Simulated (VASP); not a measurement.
# Ni2N (P-3m1) in VASP: relaxation of cell and atoms with RPBE+D3(BJ)+U

Aim: the relaxation of cell and atoms of Ni2N with RPBE+D3(BJ)+U.

Program: VASP 6.6.1. These are calculated values, not measurements. Logs are shortened: lines on timing, memory, paths and dates and some standing lists are left out, and cuts for length are marked.

## 1. The structure

It takes space group P-3m1 (No. 164, trigonal). The conventional cell has a = 2.840 Å, b = 2.840 Å, c = 4.103 Å, α = 90.00°, β = 90.00°, γ = 120.00°. Ni (site symmetry 3m) has 3 N at 1.95 Å as nearest neighbours. N (site symmetry -3m) is surrounded by 6 Ni at 1.95 Å.

The cell was built by a generator and needn't be a form met in nature.

## 2. Relaxation of cell and atoms, RPBE+D3(BJ)+U, collinear spin, antiferromagnetic start

The input, run.py:

```python
from ase.calculators.vasp import Vasp
from ase.filters import UnitCellFilter
from ase.io import read
from ase.optimize import BFGS

atoms = read('Ni2N.cif')
atoms.set_initial_magnetic_moments([1.0, -1.0, 0.0])
calc = Vasp(
    directory='calc',
    xc='rpbe',
    pp='PBE',
    setups='recommended',
    pp_version='54',
    prec='Accurate',
    encut=600,
    ediff=1e-07,
    ismear=-1,
    sigma=0.02,
    lreal=False,
    lasph=True,
    nelm=150,
    algo='Fast',
    isif=2,
    lwave=False,
    lcharg=False,
    ispin=2,
    lorbit=11,
    lmaxmix=4,
    ldautype=1,
    ldauprint=1,
    ivdw=12,
    ldau_luj={'Ni': {'L': 2, 'U': 4.5, 'J': 0.9}},
    kpts=[8, 8, 5],
    gamma=True,
)
atoms.calc = calc
opt = BFGS(UnitCellFilter(atoms), trajectory='relax.traj')
converged = opt.run(fmax=0.01, steps=40)
print('converged:', converged)

print('energy (eV):', atoms.get_potential_energy())
print('free energy (eV):', atoms.get_potential_energy(force_consistent=True))
print('forces (eV/A):')
print(atoms.get_forces())
print('stress (eV/A^3, Voigt):', atoms.get_stress())
print('Fermi level (eV):', calc.get_fermi_level())
print('moment (muB):', atoms.get_magnetic_moment())
print('site moments (muB):', atoms.get_magnetic_moments())
print('cell (A, degrees):', atoms.cell.cellpar())
print('volume (A^3):', atoms.get_volume())
print('scaled positions:')
print(atoms.get_scaled_positions())
```

The input, Ni2N.cif:

```cif
data_Ni2N
_cell_length_a 2.83962000
_cell_length_b 2.83961735
_cell_length_c 4.10272000
_cell_angle_alpha 90.00000000
_cell_angle_beta 90.00000000
_cell_angle_gamma 120.00003084
_space_group_name_H-M_alt 'P1'
_space_group_name_Hall 'P 1'
_space_group_IT_number 1
loop_
_space_group_symop_operation_xyz
'x,y,z'
loop_
_atom_site_label
_atom_site_type_symbol
_atom_site_symmetry_multiplicity
_atom_site_Wyckoff_symbol
_atom_site_fract_x
_atom_site_fract_y
_atom_site_fract_z
_atom_site_occupancy
Ni1 Ni 1 a 0.6666700000 0.3333300000 0.7429400000 1
Ni2 Ni 1 a 0.3333300000 0.6666700000 0.2570500000 1
N1 N 1 a 0.0000000000 0.0000000000 0.0000000000 1
```

Potentials or basis: VASP PAW PBE potentials, release 54 (Ni, N).

On the command line:

```
> python run.py
```

Standard output:

```text
Step     Time          Energy          fmax
BFGS:    0 --:--:--      -17.540343        0.825869
BFGS:    1 --:--:--      -17.567743        0.806458
BFGS:    2 --:--:--      -17.497652        1.821273
BFGS:    3 --:--:--      -17.697104        0.401231
BFGS:    4 --:--:--      -17.721108        0.408860
BFGS:    5 --:--:--      -17.728759        0.309405
BFGS:    6 --:--:--      -17.731173        0.172977
BFGS:    7 --:--:--      -17.732422        0.020509
BFGS:    8 --:--:--      -17.732430        0.018458
BFGS:    9 --:--:--      -17.732515        0.011729
BFGS:   10 --:--:--      -17.732517        0.006182
converged: True
energy (eV): -17.73116099
free energy (eV): -17.73251727
forces (eV/A):
[[-0.          0.          0.00641869]
 [ 0.         -0.         -0.00641869]
 [-0.          0.          0.        ]]
stress (eV/A^3, Voigt): [ 4.94932362e-04  4.94930197e-04  3.15814357e-04  3.55766020e-10
 -6.17909403e-10 -9.05018823e-10]
Fermi level (eV): 10.68107776
moment (muB): 0.0
site moments (muB): [ 0.597 -0.597  0.   ]
cell (A, degrees): [  2.71345387   2.71345157   3.95151047  89.99991259  90.00008741
 120.00013304]
volume (A^3): 25.19635411323553
scaled positions:
[[6.66667533e-01 3.33332466e-01 7.35684003e-01]
 [3.33332445e-01 6.66667555e-01 2.64311761e-01]
 [2.23275687e-08 9.99999978e-01 9.99994236e-01]]
```

OUTCAR:

```text
ENCUT = 600.000000
   EDIFF = 1.00e-07
   GGA = RP
   PREC = Accurate
   ISIF = 2
   ISMEAR = -1
   ISPIN = 2
   LORBIT = 11
   NELM = 150
   IVDW = 12
   LASPH = .TRUE.
   LREAL = .FALSE.
 IVDW          = 12

 ion  position               nearest neighbor table
   1  0.667  0.333  0.736-   3 1.88   3 1.88   3 1.88   2 2.43   2 2.43   2 2.43   2 2.61   2 2.61
                             2 2.61
   2  0.333  0.667  0.264-   3 1.88   3 1.88   3 1.88   1 2.43   1 2.43   1 2.43   1 2.61   1 2.61
                             1 2.61
   3  0.000  1.000  1.000-   1 1.88   1 1.88   1 1.88   2 1.88   2 1.88   2 1.88

  LATTYP: Found a hexagonal cell.
 ALAT       =     2.7134538677
 C/A-ratio  =     1.4562659470

  Lattice vectors:

 A1 = (   2.7134538677,  -0.0000024883,  -0.0000020737)
 A2 = (  -1.3567290875,   2.3499160869,   0.0000020737)
 A3 = (  -0.0000030086,   0.0000017370,   3.9515104662)

Analysis of symmetry for initial positions (statically):
=====================================================================
 Subroutine PRICEL returns:
 Original cell was already a primitive cell.

 Routine SETGRP: Setting up the symmetry group for a
 hexagonal supercell.

 Subroutine GETGRP returns: Found 12 space group operations
 (whereof  6 operations were pure point group operations)
 out of a pool of 24 trial point group operations.

The static configuration has the point symmetry C_3v.
 The point group associated with its full space group is D_3d.

Analysis of symmetry for dynamics (positions and initial velocities):
=====================================================================
 Subroutine PRICEL returns:
 Original cell was already a primitive cell.

 Routine SETGRP: Setting up the symmetry group for a
 hexagonal supercell.

 Subroutine GETGRP returns: Found 12 space group operations
 (whereof  6 operations were pure point group operations)
 out of a pool of 24 trial point group operations.

The dynamic configuration has the point symmetry C_3v.
 The point group associated with its full space group is D_3d.

Analysis of structural, dynamic, and magnetic symmetry:
=====================================================================
 Subroutine PRICEL returns:
 Original cell was already a primitive cell.

 Routine SETGRP: Setting up the symmetry group for a
 hexagonal supercell.

 Subroutine GETGRP returns: Found 12 space group operations
 (whereof  6 operations were pure point group operations)
 out of a pool of 24 trial point group operations.

The overall configuration has the point symmetry C_3v.
 The point group associated with its full space group is D_3d.

 Subroutine INISYM returns: Found 12 space group operations
 (whereof  6 operations are pure point group operations),
 and found     1 'primitive' translations

----------------------------------------------------------------------------------------

                                     Primitive cell

  volume of cell :      25.1964
[... 163 lines left out ...]
  o =  0.9383  v =  0.0000  0.0000  0.0000  0.0000  0.0000  0.0001 -0.0001 -1.0000  0.0001 -0.0001      0.0000  0.0000  0.0000  0.0000  0.0000  0.0000  0.0000  0.0000  0.0000  0.0000
  o =  0.9501  v =  0.0000  0.0000  0.0000  0.0000  0.0000  0.3308  0.5873 -0.0001  0.2851  0.6815      0.0000  0.0000  0.0000  0.0000  0.0000  0.0000  0.0000  0.0000  0.0000  0.0000
  o =  0.9501  v =  0.0000  0.0000  0.0000  0.0000  0.0000 -0.6815  0.2851 -0.0001 -0.5873  0.3308      0.0000  0.0000  0.0000  0.0000  0.0000  0.0000  0.0000  0.0000  0.0000  0.0000
  o =  0.9576  v =  0.3681  0.5041 -0.0000  0.2509  0.7399  0.0000  0.0000  0.0000  0.0000  0.0000      0.0000  0.0000  0.0000  0.0000  0.0000  0.0000  0.0000  0.0000  0.0000  0.0000
  o =  0.9576  v = -0.7398  0.2509 -0.0001 -0.5042  0.3681  0.0000  0.0000  0.0000  0.0000  0.0000      0.0000  0.0000  0.0000  0.0000  0.0000  0.0000  0.0000  0.0000  0.0000  0.0000

atom =   2  type =  1  l = 2

 onsite density matrix

spin component  1

  0.7973 -0.0000  0.0000  0.1774 -0.0000
 -0.0000  0.7443  0.0000 -0.0000  0.1774
  0.0000  0.0000  0.9383 -0.0000 -0.0000
  0.1774 -0.0000 -0.0000  0.7443 -0.0000
 -0.0000  0.1774 -0.0000 -0.0000  0.7973

spin component  2

  0.9331 -0.0000  0.0000  0.0359 -0.0000
 -0.0000  0.9049  0.0000 -0.0000  0.0359
  0.0000  0.0000  0.9327 -0.0000 -0.0000
  0.0359 -0.0000 -0.0000  0.9049 -0.0000
 -0.0000  0.0359 -0.0000 -0.0000  0.9331

 occupancies and eigenvectors

  o =  0.5915  v = -0.2757 -0.6866  0.0000  0.3199  0.5917  0.0000  0.0000  0.0000  0.0000  0.0000      0.0000  0.0000  0.0000  0.0000  0.0000  0.0000  0.0000  0.0000  0.0000  0.0000
  o =  0.5915  v = -0.5917  0.3199  0.0000  0.6866 -0.2757  0.0000  0.0000  0.0000  0.0000  0.0000      0.0000  0.0000  0.0000  0.0000  0.0000  0.0000  0.0000  0.0000  0.0000  0.0000
  o =  0.8804  v =  0.0000  0.0000  0.0000  0.0000  0.0000 -0.0686 -0.8202  0.0000  0.1007  0.5589      0.0000  0.0000  0.0000  0.0000  0.0000  0.0000  0.0000  0.0000  0.0000  0.0000
  o =  0.8804  v =  0.0000  0.0000  0.0000  0.0000  0.0000  0.5589 -0.1007 -0.0000 -0.8202  0.0686      0.0000  0.0000  0.0000  0.0000  0.0000  0.0000  0.0000  0.0000  0.0000  0.0000
  o =  0.9327  v =  0.0000  0.0000  0.0000  0.0000  0.0000  0.0000 -0.0001 -1.0000  0.0001 -0.0000      0.0000  0.0000  0.0000  0.0000  0.0000  0.0000  0.0000  0.0000  0.0000  0.0000
  o =  0.9383  v =  0.0001 -0.0001 -1.0000  0.0001 -0.0001  0.0000  0.0000  0.0000  0.0000  0.0000      0.0000  0.0000  0.0000  0.0000  0.0000  0.0000  0.0000  0.0000  0.0000  0.0000
  o =  0.9501  v =  0.3308  0.5873 -0.0001  0.2851  0.6815  0.0000  0.0000  0.0000  0.0000  0.0000      0.0000  0.0000  0.0000  0.0000  0.0000  0.0000  0.0000  0.0000  0.0000  0.0000
  o =  0.9501  v = -0.6815  0.2851 -0.0001 -0.5873  0.3308  0.0000  0.0000  0.0000  0.0000  0.0000      0.0000  0.0000  0.0000  0.0000  0.0000  0.0000  0.0000  0.0000  0.0000  0.0000
  o =  0.9576  v =  0.0000  0.0000  0.0000  0.0000  0.0000  0.3681  0.5041 -0.0000  0.2509  0.7399      0.0000  0.0000  0.0000  0.0000  0.0000  0.0000  0.0000  0.0000  0.0000  0.0000
  o =  0.9576  v =  0.0000  0.0000  0.0000  0.0000  0.0000 -0.7398  0.2509 -0.0001 -0.5042  0.3681      0.0000  0.0000  0.0000  0.0000  0.0000  0.0000  0.0000  0.0000  0.0000  0.0000

 number of electron      24.9999995 magnetization       0.0000000

 Free energy of the ion-electron system (eV)
  ---------------------------------------------------
  ext. energy  EPLUGINS =         0.00000000
  ---------------------------------------------------
  free energy    TOTEN  =       -12.35256968 eV

  energy without entropy =      -12.34985711  energy(sigma->0) =      -12.35121340

 E-fermi :  10.6811     XC(G=0): -13.6381

 val. band max:       10.6741128313   @ k =   0.3750  -0.0000   0.0000
 cond. band min:      10.6932786095   @ k =  -0.1250   0.3750   0.2000
 fundamental gap:      0.0191657783
 Fermi energy:        10.6810777624

 spin component 1

 k-point     1 :       0.0000    0.0000    0.0000
  band No.  band energies     occupation
      1      -7.2659      1.00000
      2       2.6154      1.00000
      3       4.9641      1.00000
      4       4.9641      1.00000
      5       6.7796      1.00000
      6       7.4555      1.00000
[... 895 lines left out ...]
      5       6.1223      1.00000
      6       6.2964      1.00000
[... 8 lines left out ...]
     15      14.8960      0.00000
     16      19.0968      0.00000

 [... further k-points ...]

------------------------ aborting loop because EDIFF is reached ----------------------------------------

 Edisp (eV)   -5.37995

 E8    (eV) :    -3.2647

  FORCE on cell =-STRESS in cart. coord.  units (eV):
  Direction    XX          YY          ZZ          XY          YZ          ZX
  --------------------------------------------------------------------------------------
  -------------------------------------------------------------------------------------
  Total      -0.01247    -0.01247    -0.00796     0.00000    -0.00000     0.00000
  in kB      -0.79297    -0.79297    -0.50599     0.00000    -0.00000     0.00000
  external pressure =       -0.70 kB  Pullay stress =        0.00 kB

 VOLUME and BASIS-vectors are now :
 -----------------------------------------------------------------------------
  energy-cutoff  :      600.00
  volume of cell :       25.20
      direct lattice vectors                 reciprocal lattice vectors
     2.713453868 -0.000002488 -0.000002074     0.368534192  0.212774006  0.000000187
    -1.356729088  2.349916087  0.000002074     0.000000390  0.425547336 -0.000000187
    -0.000003009  0.000001737  3.951510466     0.000000193 -0.000000112  0.253067785

 POSITION                                       TOTAL-FORCE (eV/Angst)
 -----------------------------------------------------------------------------------
      1.35673      0.78330      2.90706        -0.000000      0.000000      0.006419
     -0.00001      1.56661      1.04443         0.000000     -0.000000     -0.006419
     -1.35673      2.34992      3.95149        -0.000000      0.000000      0.000000
 -----------------------------------------------------------------------------------
    total drift:                               -0.000049      0.000028      0.001278

  FREE ENERGIE OF THE ION-ELECTRON SYSTEM (eV)
  ---------------------------------------------------
  free  energy   TOTEN  =       -17.7325172743 eV

  energy  without entropy=      -17.7298046967  energy(sigma->0) =      -17.73116099

 total charge

# of ion       s       p       d       tot
------------------------------------------
    1        0.484   0.661   8.592   9.737
    2        0.484   0.661   8.592   9.737
    3        1.260   2.469   0.000   3.729
--------------------------------------------------
tot          2.228   3.791  17.184  23.202

 magnetization (x)

# of ion       s       p       d       tot
------------------------------------------
    1        0.003   0.006   0.588   0.597
    2       -0.003  -0.006  -0.588  -0.597
    3        0.000   0.000   0.000   0.000
--------------------------------------------------
tot          0.000   0.000   0.000   0.000
```

INCAR:

```text
ENCUT = 600.000000
SIGMA = 0.020000
EDIFF = 1.00e-07
ALGO = Fast
GGA = RP
PREC = Accurate
ISIF = 2
ISMEAR = -1
ISPIN = 2
LDAUPRINT = 1
LDAUTYPE = 1
LMAXMIX = 4
LORBIT = 11
NELM = 150
IVDW = 12
LASPH = .TRUE.
LCHARG = .FALSE.
LWAVE = .FALSE.
LREAL = .FALSE.
LDAU = .TRUE.
LDAUL = 2 -1
LDAUU = 4.500 0.000
LDAUJ = 0.900 0.000
MAGMOM = 1*1.0000 1*-1.0000 1*0.0000
```

Wall time 7.5 min (1 thread of AMD EPYC 9R45 (Zen 5), shared host); peak memory 0.16 GiB.

What came out:

* Free energy: -17.7325 eV
* Relaxed volume: 8.40 Å³/atom
* Relaxed cell: a = 2.713 Å, b = 2.713 Å, c = 3.952 Å, α = 90.00°, β = 90.00°, γ = 120.00°
* Space group after relaxing (to 0.05 Å): P-3m1 (No. 164)
* Energy gained by relaxing: 64.2 meV/atom
* Ionic steps: 11
* Pressure after relaxing: -0.1 GPa
* Largest force after relaxing: 0.006 eV/Å
* Band gap on the k mesh: none (metal or under the smearing width)
* Net moment: 0.00 μB per cell
* Site moments: Ni +0.60, -0.60; N +0.00 μB
* Valence electrons inside the program's atomic spheres: Ni 9.74; N 3.73
* Dispersion energy per atom: -1.793 eV

Forces on the atoms (eV/Å):
```
Ni   0.000  0.000  0.006
Ni   0.000  0.000 -0.006
N    0.000  0.000  0.000
```

Step by step:
| step | energy change (eV) | largest force (eV/Å) | pressure (GPa) | volume (Å³) |
| --- | --- | --- | --- | --- |
| 1 | 0.0000 | 0.0936 | -13.53 | 28.65 |
| 2 | -0.0274 | 0.0030 | -13.30 | 28.32 |
| 3 | 0.0425 | 1.9489 | 29.39 | 23.13 |
| 4 | -0.1568 | 0.3508 | -6.75 | 26.39 |
| 5 | -0.1811 | 0.4233 | -2.24 | 25.67 |
| 6 | -0.1889 | 0.3224 | 1.50 | 25.13 |
| 7 | -0.1913 | 0.1802 | 1.04 | 25.13 |
| 8 | -0.1925 | 0.0002 | 0.02 | 25.19 |
| 9 | -0.1925 | 0.0022 | 0.00 | 25.19 |
| 10 | -0.1926 | 0.0122 | -0.11 | 25.20 |
| 11 | -0.1926 | 0.0064 | -0.07 | 25.20 |

Final structure:
```
Ni N
1.0
     2.71345    0.00000    0.00000
    -1.35673    2.34992    0.00000
     0.00000    0.00000    3.95151
Ni N
2 1
Direct
  0.66667 0.33333 0.73568
  0.33333 0.66667 0.26431
  0.00000 0.00000 0.99999
```

Eigenvalues of the final occupation matrices:
```
    site  spin  trace               eigenvalues
site 1 d     1   4.61  0.88 0.88 0.93 0.96 0.96
site 1 d     2   4.02  0.59 0.59 0.94 0.95 0.95
site 2 d     1   4.02  0.59 0.59 0.94 0.95 0.95
site 2 d     2   4.61  0.88 0.88 0.93 0.96 0.96
```

Caveat: the PAW data sets were made with another functional, which shifts forces and pressure a little; pairwise dispersion overbinds metals, which lowers pressure and volume.
